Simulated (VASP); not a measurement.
Given:

```
CELL_PARAMETERS angstrom
      0.00000     8.64088     8.64088
      8.64088     0.00000     8.64088
      8.64088     8.64088     0.00000
ATOMIC_POSITIONS crystal
  Ga 0.00000 0.00000 0.00000
  Ga 0.00000 0.00000 0.33333
  Ga 0.00000 0.00000 0.66667
  Ga 0.00000 0.33333 0.00000
  Ga 0.00000 0.33333 0.33333
  Ga 0.00000 0.33333 0.66667
  Ga 0.00000 0.66667 0.00000
  Ga 0.00000 0.66667 0.33333
  Ga 0.00000 0.66667 0.66667
  Ga 0.33333 0.00000 0.00000
  Ga 0.33333 0.00000 0.33333
  Ga 0.33333 0.00000 0.66667
  Ga 0.33333 0.33333 0.00000
  Ga 0.33333 0.33333 0.33333
  Ga 0.33333 0.33333 0.66667
  Ga 0.33333 0.66667 0.00000
  Ga 0.33333 0.66667 0.33333
  Ga 0.33333 0.66667 0.66667
  Ga 0.66667 0.00000 0.00000
  Ga 0.66667 0.00000 0.33333
  Ga 0.66667 0.00000 0.66667
  Ga 0.66667 0.33333 0.00000
  Ga 0.66667 0.33333 0.33333
  Ga 0.66667 0.33333 0.66667
  Ga 0.66667 0.66667 0.00000
  Ga 0.66667 0.66667 0.33333
  Ga 0.66667 0.66667 0.66667
  As 0.08333 0.08333 0.08333
  As 0.08333 0.08333 0.41667
  As 0.08333 0.08333 0.75000
  As 0.08333 0.41667 0.08333
  As 0.08333 0.41667 0.41667
  As 0.08333 0.41667 0.75000
  As 0.08333 0.75000 0.08333
  As 0.08333 0.75000 0.41667
  As 0.08333 0.75000 0.75000
  As 0.41667 0.08333 0.08333
  As 0.41667 0.08333 0.41667
  As 0.41667 0.08333 0.75000
  As 0.41667 0.41667 0.08333
  As 0.41667 0.41667 0.41667
  As 0.41667 0.41667 0.75000
  As 0.41667 0.75000 0.08333
  As 0.41667 0.75000 0.41667
  As 0.41667 0.75000 0.75000
  As 0.75000 0.08333 0.08333
  As 0.75000 0.08333 0.41667
  As 0.75000 0.08333 0.75000
  As 0.75000 0.41667 0.08333
  As 0.75000 0.41667 0.41667
  As 0.75000 0.41667 0.75000
  As 0.75000 0.75000 0.08333
  As 0.75000 0.75000 0.41667
  As 0.75000 0.75000 0.75000
```

Calculation: PBE GGA, VASP's PBE PAW potentials (set 64) (plane waves; VASP). Settings: PREC = Normal, LREAL = Auto, EDIFF = 1E-5, 400 eV cut-off, 1×1×1 Γ-centred mesh, Gaussian smearing of 0.050 eV, potentials Ga As.

The supercell is sampled at Γ alone, which is coarse: total energies, pressure and levels can be off, energies of defects by several tenths of an eV.

### Question
Give the stress tensor in GPa (positive for a compressed cell).

### Answer

```
1.08  0.00  0.00
0.00  1.08  0.00
0.00  0.00  1.08
```
The pressure is its mean diagonal, 1.08 GPa.

The cell is a supercell, built from a database entry that may be metastable or hypothetical.
